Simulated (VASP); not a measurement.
```
KCl
1.0
    0.00000     3.12340     3.12340
    3.12340     0.00000     3.12340
    3.12340     3.12340     0.00000
K Cl
1 1
Cartesian
  0.00000   0.00000   0.00000
  3.12340   3.12340   3.12340
```

Method: optB88-vdW, VASP's PBE PAW potentials (set 64) (plane waves; VASP). Settings: 520 eV cut-off, 8×8×8 Γ-centred mesh, tetrahedra with Blöchl corrections, potentials K_sv Cl.

**Question.** What does the run give for the energy per atom (σ→0), band gap (on the k-mesh) with the smallest direct gap where there is one?

**Answer.** 
* **band gap (on the k-mesh)**: 5.14 eV
* **smallest direct gap (on the k-mesh)**: 5.14 eV
* **energy per atom (σ→0)**: -1.554 eV/atom

The compound is KCl in the rock salt structure. It was relaxed first.
